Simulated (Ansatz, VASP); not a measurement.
## Two plane-wave programs on SbO6

```
CELL_PARAMETERS angstrom
-2.91958 2.91958 2.91958
2.91958 -2.91958 2.91958
2.91958 2.91958 -2.91958
ATOMIC_POSITIONS crystal
Sb 0.00000 0.00000 0.00000
O 0.00000 0.61185 0.61185
O 0.00000 0.38815 0.38815
O 0.61185 0.61185 0.00000
O 0.38815 0.38815 0.00000
O 0.61185 0.00000 0.61185
O 0.38815 0.00000 0.38815
```

The cell was built by a generator and needn't be a form met in nature.

Alike in both runs: task single point; functional PBE; k mesh 10 × 10 × 10; occupations gaussian, width 0.1 eV; no spin polarisation.

|  | VASP | Ansatz |
| --- | --- | --- |
| version | VASP 6.6.1 | Ansatz 0.2.0 |
| potentials or method | VASP PAW PBE potentials, release 64 (Sb, O) | scalar-relativistic, plane waves, PAW |
| plane-wave cutoff (eV) | 520 | 420 |
| valence electrons in the cell | 41 | 51 |

```tsv
	VASP	Ansatz	Ansatz less VASP
gap on the k mesh at the Fermi level (eV)	none	none	-
pressure (GPa)	0.2	0.0	-0.16
rms of the force components (eV/Å)	0.272	0.002	-0.2704
```

Atom by atom the forces differ by 0.274 eV/Å (rms over components). A gap of «none» marks a metal or a gap that the smearing closes. One of these differences is far larger than is usual between the two programs; its cause wasn't traced. With one functional, cell and mesh, what is left measures potentials, basis and numerics. The two sets of potentials don't hold the same shells in valence.

Caveats: an odd number of electrons without spin polarisation forces a metal; a magnetic or distorted state may lie lower. Spin-orbit coupling is left out, which matters for the levels of Sb.
